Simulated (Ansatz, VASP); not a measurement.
Given: the input of a run of Ansatz 0.2.0 on RhCl2.

input.yaml

```yaml
crystal:
  lattice:
    - [5.7276560386, 0.0, 0.0]
    - [0.0, 5.7276560386, 0.0]
    - [0.0, 0.0, 3.7530588918]
  atoms:
    - { symbol: Rh, position: [0.5, 0.5, 0.5] }
    - { symbol: Rh, position: [0.0, 0.0, 0.0] }
    - { symbol: Cl, position: [0.80262, 0.19738, 0.5] }
    - { symbol: Cl, position: [0.19738, 0.80262, 0.5] }
    - { symbol: Cl, position: [0.69738, 0.69738, 0.0] }
    - { symbol: Cl, position: [0.30262, 0.30262, 0.0] }
hamiltonian:
  xc: pbe
  pseudopotentials: { kind: paw }
kpoints:
  mp_grid: { grid: [5, 5, 7] }
scf:
  occupations: { method: fermi_dirac, width: 0.05 }
output:
  forces: true
  stress: true
  eigenvalues: true
```

Potentials or basis: Ansatz PAW.

Run with:

```console
$ ansatz run input.yaml --threads 2 --pin off --max-ram 5120MiB --backend cpu --events-out ev --progress --plain --runs-dir out
```

Q: Translate it to VASP 6.6.1. Potentials there: VASP PAW PBE potentials, release 64 (Rh_pv, Cl).

A: As run (the cutoff follows the program's own potentials):

The input INCAR:

```
SYSTEM = RhCl2
  PREC = Accurate
  ENCUT = 520
  EDIFF = 1E-7
  ISMEAR = -1
  SIGMA = 0.05
  LREAL = .False.
  LASPH = .True.
  NELM = 60
  ALGO = Normal
  ISIF = 2
  LWAVE = .False.
  LCHARG = .False.
  GGA = PE
  NBANDS = 38
```

Contents of KPOINTS:

```
regular mesh
0
Gamma
  5 5 7
  0 0 0
```

POSCAR

```
RhCl2
1.0
    5.7276560386      0.0000000000      0.0000000000
    0.0000000000      5.7276560386      0.0000000000
    0.0000000000      0.0000000000      3.7530588918
Rh Cl
2 4
Direct
    0.5000000000      0.5000000000      0.5000000000
    0.0000000000      0.0000000000      0.0000000000
    0.8026200000      0.1973800000      0.5000000000
    0.1973800000      0.8026200000      0.5000000000
    0.6973800000      0.6973800000      0.0000000000
    0.3026200000      0.3026200000      0.0000000000
```

Potentials or basis: VASP PAW PBE potentials, release 64 (Rh_pv, Cl).

Run with:

```bash
$ cat potpaw_PBE.64/Rh_pv/POTCAR potpaw_PBE.64/Cl/POTCAR > POTCAR
$ mpirun -np 1 vasp_std > vasp.out
```

Both were run:

|  | VASP | Ansatz | Ansatz less VASP |
| --- | --- | --- | --- |
| gap on the k mesh at the Fermi level (eV) | none | none | - |
| pressure (GPa) | -2.2 | -2.1 | +0.09 |
| largest component of the traceless stress (GPa) | 0.24 | 0.24 | -0.009 |
| rms of the force components (eV/Å) | 0.043 | 0.043 | +0.0001 |

Atom by atom the forces differ by 0.000 eV/Å (rms over components). A gap of «none» marks a metal or a gap that the smearing closes. The two sets of potentials don't hold the same shells in valence.
